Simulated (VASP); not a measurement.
# Ga3BiO4 (P1) in VASP: relaxation of cell and atoms with PBE

Aim: the relaxation of cell and atoms of Ga3BiO4 with PBE.

Program: VASP 6.6.1. These are calculated values, not measurements. Logs are shortened: lines on timing, memory, paths and dates and some standing lists are left out, and cuts for length are marked.

### Step 1. The crystal as given

The typed cell holds 8 atoms: a = 7.037 Å, b = 7.136 Å, c = 7.146 Å, α = 144.44°, β = 144.49°, γ = 51.19°.

The cell was built by a generator and needn't be a form met in nature.

### Step 2. Relaxation of cell and atoms, PBE

File INCAR:

```
SYSTEM = Ga3BiO4
  ALGO = Fast
  EDIFF = 1E-5
  EDIFFG = -0.03
  ENCUT = 520
  GGA = PE
  IBRION = 2
  ISIF = 3
  ISMEAR = 0
  ISYM = 0
  KPAR = 8
  LASPH = .True.
  LCHARG = .False.
  LREAL = Auto
  LWAVE = .False.
  NELM = 80
  NSW = 110
  PREC = Normal
  SIGMA = 0.15
```

File KPOINTS:

```
k-points
0
Gamma
  7 7 7
  0 0 0
```

File POSCAR:

```
Ga3BiO4
1.0
   -2.1747904200      2.0741920600      6.3629668000
    2.1728368600     -2.2381664800      6.4180134700
    2.1886440900      2.2520201500     -6.4186771900
Ga Bi O
3 1 4
Direct
    0.2333957500      0.7486904700      0.4844818500
    0.7310107700      0.2376793600      0.4786880300
    0.9991513000      0.9980138000      0.0014288000
    0.5023634600      0.4883144600      0.9961082500
    0.0898354800      0.0831170000      0.5001639600
    0.4289877500      0.9031511200      0.9986098100
    0.5855661900      0.5780972100      0.4978687600
    0.8935670000      0.3976881500      0.9802336800
```

Potentials or basis: VASP PAW PBE potentials, release 64 (Ga_d, Bi_d, O).

Command:

```sh
$ cat potpaw_PBE.64/Ga_d/POTCAR potpaw_PBE.64/Bi_d/POTCAR potpaw_PBE.64/O/POTCAR > POTCAR
$ mpirun -np 8 vasp_std > vasp.out
```

OUTCAR:

```text
SYSTEM = Ga3BiO4
   EDIFF = 1E-5
   EDIFFG = -0.03
   ENCUT = 520
   GGA = PE
   IBRION = 2
   ISIF = 3
   ISMEAR = 0
   ISYM = 0
   LASPH = .True.
   LREAL = Auto
   NELM = 80
   NSW = 110
   PREC = Normal

 ion  position               nearest neighbor table
   1  0.233  0.749  0.484-   5 1.86   7 1.91   6 1.92   8 1.94
   2  0.731  0.238  0.479-   6 1.77   7 1.88   8 1.94   5 1.94
   3  0.999  0.998  0.001-   4 3.02   4 3.07   4 3.10   4 3.10
   4  0.502  0.488  0.996-   8 2.48   5 2.54   7 2.63   6 2.65   3 3.02   3 3.07   3 3.10   3 3.10

   5  0.090  0.083  0.500-   1 1.86   2 1.94   4 2.54
   6  0.429  0.903  0.999-   2 1.77   1 1.92   4 2.65
   7  0.586  0.578  0.498-   2 1.88   1 1.91   4 2.63
   8  0.894  0.398  0.980-   2 1.94   1 1.94   4 2.48

IMPORTANT INFORMATION: All symmetrisations will be switched off!
NOSYMM: (Re-)initialisation of all symmetry stuff for point group C_1.

----------------------------------------------------------------------------------------

                                     Primitive cell

  volume of cell :     120.5590

  direct lattice vectors                    reciprocal lattice vectors
    -2.174790420  2.074192060  6.362966800    -0.000725184  0.232197313  0.081220140
     2.172836860 -2.238166480  6.418013470     0.229290962  0.000273791  0.078279819
     2.188644090  2.252020150 -6.418677190     0.228548362  0.230455738  0.002991580

  length of vectors
     7.036997412  7.135930641  7.145710222     0.245993555  0.242285267  0.324581501

  position of ions in fractional coordinates (direct lattice)
     0.233395750  0.748690470  0.484481850
     0.731010770  0.237679360  0.478688030
     0.999151300  0.998013800  0.001428800
     0.502363460  0.488314460  0.996108250
     0.089835480  0.083117000  0.500163960
     0.428987750  0.903151120  0.998609810
     0.585566190  0.578097210  0.497868760
     0.893567000  0.397688150  0.980233680

  ion indices of the primitive-cell ions
   primitive index   ion index
                 1           1
                 2           2
                 3           3
                 4           4
                 5           5
                 6           6
                 7           7
                 8           8

----------------------------------------------------------------------------------------

 KPOINTS: k-points

Automatic generation of k-mesh.
 Grid dimensions read from file:
 generate k-points for:    7    7    7

 Generating k-lattice:

  Cartesian coordinates                     Fractional coordinates (reciprocal lattice)
    -0.000103598  0.033171045  0.011602877     0.142857143  0.000000000  0.000000000
     0.032755852  0.000039113  0.011182831     0.000000000  0.142857143  0.000000000
     0.032649766  0.032922248  0.000427369     0.000000000 -0.000000000  0.142857143

  Length of vectors
     0.035141936  0.034612181  0.046368786

  Shift w.r.t. Gamma in fractional coordinates (k-lattice)
     0.000000000  0.000000000  0.000000000

 Subroutine IBZKPT returns following result:
 ===========================================

 Found    172 irreducible k-points:

 Following reciprocal coordinates:
            Coordinates               Weight
  0.000000  0.000000  0.000000      1.000000
  0.142857  0.000000 -0.000000      2.000000
  0.285714  0.000000 -0.000000      2.000000
  0.428571  0.000000 -0.000000      2.000000
  0.000000  0.142857 -0.000000      2.000000
  0.142857  0.142857 -0.000000      2.000000
[... 16 lines left out ...]
 -0.428571  0.428571 -0.000000      2.000000
 -0.285714  0.428571 -0.000000      2.000000
 [... further k-points ...]
   k-points           NKPTS =    172   k-points in BZ     NKDIM =    172   number of bands    NBANDS=     46
   number of dos      NEDOS =    301   number of ions     NIONS =      8
   total plane-waves  NPLWV =  64000
   dimension x,y,z NGX =    40 NGY =   40 NGZ =   40
   dimension x,y,z NGXF=    80 NGYF=   80 NGZF=   80
   ions per type =               3   1   4
   NGX,Y,Z   is equivalent  to a cutoff of   9.45,  9.32,  9.31 a.u.
   NGXF,Y,Z  is equivalent  to a cutoff of  18.90, 18.64, 18.61 a.u.
 SYSTEM =  Ga3BiO4
   PREC   = normal    normal or accurate (medium, high low for compatibility)
   ISTART =      0    job   : 0-new  1-cont  2-samecut
   ICHARG =      2    charge: 1-file 2-atom 10-const
   ISPIN  =      1    spin polarized calculation?
   LNONCOLLINEAR =      F non collinear calculations
   LSORBIT =      F    spin-orbit coupling
   LASPH  =      T    aspherical Exc in radial PAW
   ENCUT  =  520.0 eV  38.22 Ry    6.18 a.u.  13.08 13.27 13.29*2*pi/ulx,y,z
   NELM   =     80;   NELMIN=  2; NELMDL= -5     # of ELM steps
   EDIFF  = 0.1E-04   stopping-criterion for ELM
   LREAL  =      T    real-space projection
   EDIFFG = -.3E-01   stopping-criterion for IOM
   NSW    =    110    number of steps for IOM
   IBRION =      2    ionic relax: 0-MD 1-quasi-New 2-CG
   NFREE  =      1    steps in history (QN), initial steepest desc. (CG)
   ISIF   =      3    stress and relaxation
   ISYM   =      0    0-nonsym 1-usesym 2-fastsym
   POTIM  = 0.5000    time-step for ionic-motion
   TEBEG  =    0.0;   TEEND  =   0.0 temperature during run
   PSTRESS=    0.0 pullay stress
   NELECT =      78.0000    total number of electrons
   NUPDOWN=      -1.0000    fix difference up-down
   EMIN   =  10.00;   EMAX   =-10.00  energy-range for DOS
   EFERMI =   0.00;   METHOD = LEGACY
   ISMEAR =     0;   SIGMA  =   0.15  broadening in eV -4-tet -1-fermi 0-gaus
   EFERMI_NEDOS =   21; number of points for ismear=-14 and -15
   IALGO  =     68    algorithm
   IMIX   =      4    mixing-type and parameters
     AMIX     =   0.40;   BMIX     =  1.00
     AMIX_MAG =   1.60;   BMIX_MAG =  1.00
  volume/ion in A,a.u.               =      15.07       101.70
  Fermi-wavevector in a.u.,A,eV,Ry     =   1.415923  2.675707 27.277493  2.004839
  Thomas-Fermi vector in A             =   2.537311
   LORBIT       =      0    0 simple, 1 ext, 2 COOP (PROOUT), +10 PAW based schemes
   GGA     = PE    functional components
   LHFCALC =     F    Hartree Fock is set to
   AEXX    =    0.0000 exact exchange contribution
   IVDW    =     0    specifies the selected vdW correction
   LEPSILON=     F    determine dielectric tensor
   LRPA    =     F    only Hartree local field effects (RPA)
 conjugate gradient relaxation of ions
 non-spin polarized calculation
 RMM-DIIS sequential band-by-band and
 Gauss-broadening in eV      SIGMA  =   0.15
  energy-cutoff  :      520.00
  volume of cell :      120.56
 maximum number of plane-waves:      3272
   NGX = 27   NGY = 27   NGZ = 27

--------------------------------------- Ionic step        1  -------------------------------------------

 number of electron      78.0000007 magnetization

 Free energy of the ion-electron system (eV)
  ---------------------------------------------------
  ext. energy  EPLUGINS =         0.00000000
  ---------------------------------------------------
  free energy    TOTEN  =       -42.18304936 eV

  energy without entropy =      -42.16063874  energy(sigma->0) =      -42.17184405

------------------------ aborting loop because EDIFF is reached ----------------------------------------

  FORCE on cell =-STRESS in cart. coord.  units (eV):
  Direction    XX          YY          ZZ          XY          YZ          ZX
  --------------------------------------------------------------------------------------
  -------------------------------------------------------------------------------------
  Total       -0.1224312     -0.4664478     -0.0245698      0.0784031      0.9060963      1.4539623
  in kB       -1.6270575     -6.1988884     -0.3265226      1.0419437     12.0416269     19.3225283
  external PRESSURE =      -2.7174895 kB  Pullay stress =       0.0000000 kB
[... 107 lines left out ...]
  FREE ENERGIE OF THE ION-ELECTRON SYSTEM (eV)
  ---------------------------------------------------
  free  energy   TOTEN  =       -42.3280319681 eV

  energy  without entropy=      -42.3063923231  energy(sigma->0) =      -42.31721215

[... ionic steps 4 to 23 ...]

--------------------------------------- Ionic step       24  -------------------------------------------

 number of electron      78.0000041 magnetization

------------------------ aborting loop because EDIFF is reached ----------------------------------------

  FORCE on cell =-STRESS in cart. coord.  units (eV):
  Direction    XX          YY          ZZ          XY          YZ          ZX
  --------------------------------------------------------------------------------------
  -------------------------------------------------------------------------------------
  Total        0.0640039      0.0621013     -0.0055686     -0.0005644     -0.0533794      0.0381636
  in kB        0.8489619      0.8237245     -0.0738633     -0.0074863     -0.7080352      0.5062105
  external PRESSURE =       0.5329410 kB  Pullay stress =       0.0000000 kB
[... 69 lines left out ...]
  energy  without entropy=      -42.3668901360  energy(sigma->0) =      -42.37740163

--------------------------------------- Ionic step       26  -------------------------------------------

 number of electron      78.0000041 magnetization

 Free energy of the ion-electron system (eV)
  ---------------------------------------------------
  ext. energy  EPLUGINS =         0.00000000
  ---------------------------------------------------
  free energy    TOTEN  =       -42.38814400 eV

  energy without entropy =      -42.36709790  energy(sigma->0) =      -42.37762095

 E-fermi :   5.0717     XC(G=0): -10.5469

 val. band max:        5.0662031388   @ k =  -0.2857   0.4286   0.1429
 cond. band min:       5.0736909725   @ k =  -0.4286   0.2857   0.2857
 fundamental gap:      0.0074878337
 Fermi energy:         5.0716925534

 k-point     1 :       0.0000    0.0000    0.0000
  band No.  band energies     occupation
      1     -18.0479      2.00000
      2     -18.0166      2.00000
      3     -18.0143      2.00000
      4     -17.9325      2.00000
      5     -17.9268      2.00000
      6     -14.4027      2.00000
[... 1165 lines left out ...]
     45      11.4431      0.00000
     46      12.0870      0.00000

 [... further k-points ...]

------------------------ aborting loop because EDIFF is reached ----------------------------------------

  FORCE on cell =-STRESS in cart. coord.  units (eV):
  Direction    XX          YY          ZZ          XY          YZ          ZX
  --------------------------------------------------------------------------------------
  -------------------------------------------------------------------------------------
  Total       -0.0000694      0.0005352     -0.0651906     -0.0009623     -0.0607814      0.0658780
  in kB       -0.0009197      0.0070940     -0.8640445     -0.0127541     -0.8056050      0.8731561
  external PRESSURE =      -0.2859567 kB  Pullay stress =       0.0000000 kB
[... 23 lines left out ...]
  FREE ENERGIE OF THE ION-ELECTRON SYSTEM (eV)
  ---------------------------------------------------
  free  energy   TOTEN  =       -42.3881439999 eV

  energy  without entropy=      -42.3670979029  energy(sigma->0) =      -42.37762095

 reached required accuracy - stopping structural energy minimisation
```

Run time: 24 min. Hardware: 8 MPI ranks of AMD EPYC 9R45 (Zen 5), shared host; peak memory 0.67 GiB.

What came out:

* Free energy: -42.3881 eV
* Relaxed volume: 15.11 Å³/atom
* Relaxed cell: a = 7.069 Å, b = 7.133 Å, c = 7.098 Å, α = 144.35°, β = 144.37°, γ = 51.27°
* Space group after relaxing (to 0.05 Å): Cm (No. 8)
* Energy gained by relaxing: 25.6 meV/atom
* Ionic steps: 26
* Pressure after relaxing: 0.0 GPa
* Largest force after relaxing: 0.029 eV/Å
* Band gap on the k mesh: none (metal or under the smearing width)

Forces in eV/Å, atoms in the order of the input:
```
Ga   0.021  0.001 -0.001
Ga   0.006 -0.010 -0.002
Ga   0.003  0.004 -0.006
Bi  -0.016  0.019  0.001
O   -0.015 -0.008  0.000
O    0.009 -0.018 -0.021
O    0.003  0.003  0.014
O   -0.010  0.010  0.014
```

Step by step:
```tsv
step	energy change (eV)	largest force (eV/Å)	pressure (GPa)	volume (Å³)
1	0.0000	1.7822	-0.27	120.56
2	-0.1079	1.1387	0.37	120.10
3	-0.1450	0.7262	-0.20	120.27
4	-0.1808	0.2678	0.58	119.91
5	-0.1825	0.3671	0.81	119.82
6	-0.1973	0.1709	-0.12	120.96
7	-0.1976	0.1750	-0.27	121.11
8	-0.2011	0.1210	-0.14	120.94
9	-0.2012	0.1342	-0.09	120.91
10	-0.2028	0.0587	0.02	120.70
11	-0.2028	0.0599	0.12	120.66
12	-0.2034	0.0391	-0.01	120.80
13	-0.2035	0.0454	-0.10	120.84
14	-0.2040	0.0308	0.02	120.77
15	-0.2041	0.0318	0.04	120.76
16	-0.2042	0.0380	0.08	120.72
17	-0.2043	0.0639	0.18	120.66
18	-0.2043	0.0435	0.11	120.70
19	-0.2043	0.0530	0.13	120.68
20	-0.2046	0.0403	0.12	120.72
21	-0.2046	0.0371	0.10	120.73
22	-0.2048	0.0351	0.14	120.76
23	-0.2049	0.0441	0.07	120.82
24	-0.2048	0.0437	0.05	120.79
25	-0.2049	0.0426	0.07	120.81
26	-0.2051	0.0291	-0.03	120.88
```

Final structure:
```
Ga Bi O
1.0
    -2.14940    2.14367    6.38444
     2.20636   -2.19037    6.41991
     2.14982    2.19084   -6.40047
Ga Bi O
3 1 4
Direct
  0.24486 0.74269 0.49224
  0.74432 0.24204 0.49131
  0.99831 0.98780 0.99239
  0.49904 0.48873 0.99207
  0.08822 0.08269 0.50697
  0.41511 0.90363 0.99223
  0.57380 0.56796 0.47801
  0.90022 0.41921 0.99237
```

Caveat: spin-orbit coupling is left out, which moves the levels of the heavy elements.
